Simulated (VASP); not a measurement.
Consider the following.

```
CELL_PARAMETERS angstrom
      0.00000     1.89620     1.89620
      1.89620     0.00000     1.89620
      1.89620     1.89620     0.00000
ATOMIC_POSITIONS crystal
  Ir 0.00000 0.00000 0.00000
```

Calculation: revTPSS meta-GGA, VASP's PBE PAW potentials (set 64) (plane waves; VASP). Numerical set-up: 520 eV cut-off, 16×16×16 Γ-centred mesh, first-order Methfessel-Paxton smearing of 0.10 eV, potentials Ir.

Task: Give the stress tensor in GPa (positive for a compressed cell).

Result: 
```
13.35   0.00   0.00
 0.00  13.35   0.00
 0.00   0.00  13.35
```
The pressure is its mean diagonal, 13.35 GPa.

The compound is Ir in the fcc structure. This cell is one point of a volume scan, at 0.97 of the reference volume.
